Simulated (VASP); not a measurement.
MoS2:

```xyz
6
Lattice="3.1690 0.0000 0.0000 -1.5845 2.7444 0.0000 0.0000 0.0000 12.3240" Properties=species:S:1:pos:R:3 pbc="T T T"
Mo    0.0000    1.8296    3.0810
Mo    1.5845    0.9148    9.2430
S     0.0000    1.8296    7.6779
S     1.5845    0.9148    1.5159
S     0.0000    1.8296   10.8081
S     1.5845    0.9148    4.6461
```

* Program: VASP 6.6.1
* Task: relaxation of cell and atoms
* Functional: LDA
* Potentials or basis: VASP PAW LDA potentials, release 64 (Mo_sv, S)
* Cutoff: 600 eV
* k mesh: 12 × 12 × 3
* Occupations: gaussian, width 0.03 eV
* Spin: no spin polarisation

At the start: pressure -5.5 GPa; volume 17.86 Å³/atom.

Question: How do energy, volume and symmetry change on relaxing?

Answer: Over 11 steps the energy falls by 12.1 meV/atom and the volume is 17.01 Å³/atom (-4.8 %); space group P6_3/mmc (No. 194, to 0.05 Å).

Step by step:
| step | energy change (eV) | largest force (eV/Å) | pressure (GPa) | volume (Å³) |
| --- | --- | --- | --- | --- |
| 1 | 0.0000 | 0.4650 | -5.54 | 107.18 |
| 2 | 0.2140 | 1.6299 | 12.97 | 97.88 |
| 3 | -0.0641 | 0.1484 | -0.35 | 104.03 |
| 4 | -0.0642 | 0.1606 | -0.23 | 103.97 |
| 5 | -0.0691 | 0.0352 | -0.06 | 103.40 |
| 6 | -0.0691 | 0.0373 | -0.06 | 103.41 |
| 7 | -0.0696 | 0.0329 | -0.09 | 103.29 |
| 8 | -0.0709 | 0.0217 | -0.09 | 102.95 |
| 9 | -0.0722 | 0.0013 | -0.09 | 102.26 |
| 10 | -0.0723 | 0.0102 | -0.08 | 102.01 |
| 11 | -0.0723 | 0.0084 | -0.08 | 102.05 |

Final structure:
```
Mo S
1.0
     3.12401    0.00000    0.00000
    -1.56200    2.70547    0.00000
     0.00000    0.00000   12.07455
Mo S
2 4
Direct
  0.33333 0.66667 0.25000
  0.66667 0.33333 0.75000
  0.33333 0.66667 0.62124
  0.66667 0.33333 0.12124
  0.33333 0.66667 0.87876
  0.66667 0.33333 0.37876
```
